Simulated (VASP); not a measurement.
VASP runs on Te (trig) share one base input (PBE GGA, plane waves, VASP's PBE PAW potentials (set 64)) and change the settings named in each case.

File POSCAR:
```
Te
4.460
  0.5000000000  -0.8660253363   0.0000000000
  0.5000000000   0.8660253363   0.0000000000
  0.0000000000   0.0000000000   1.3295964126
Te
3
Direct
  0.0000000000   0.2630000000   0.6666670000
  0.7370000000   0.7370000000   0.0000000000
  0.2630000000   0.0000000000   0.3333330000
```

KPOINTS:
```
Automatic mesh
0
Gamma
6 6 4
0 0 0
```

### INCAR
```
# general
SYSTEM  = Te
PREC    = Accurate
ENCUT   = 400
LREAL   = .FALSE.
LASPH   = .TRUE.   # aspherical one-centre terms

# electronic loop
EDIFF   = 1E-6   # SCF stop (eV)
NELM    = 100
ALGO    = Normal   # blocked Davidson
LMAXMIX = 4

# smearing
ISMEAR  = 0   # Gaussian
SIGMA   = 0.05

# functional
GGA     = PE   # PBE

# ions
ISIF    = 2

# output
LWAVE   = .FALSE.
LCHARG  = .FALSE.
```

POTCAR, in this order: Te (PBE.64 set). Program: vasp_std.

| change | electronic steps |
|---|---|
| base run | 12 |
| AMIX = 1.0, BMIX = 3.0, IMIX = 1 | 17 |
| AMIX = 0.2, BMIX = 1.0, IMIX = 1 | 31 |
| AMIX = 1.0, BMIX = 3.0, IMIX = 4 | 12 |
| AMIX = 0.6, BMIX = 0.0001, IMIX = 4 | 11 |
| AMIX = 0.1, BMIX = 1.0, IMIX = 1 | 53 |
 Unless said otherwise, spin-orbit coupling is left out, though it shifts the bands of the heavy elements here.

Left out are runs that ran out of time, are held back, or changed the cell or the kind of run, fixed moments of cells without a moment, rows past the twelfth, gaps on odd meshes, pressures of charged cells and columns that move by less than the noise.

The compound is Te in the trig structure. The cell was not relaxed at this level, forces remain on its atoms.
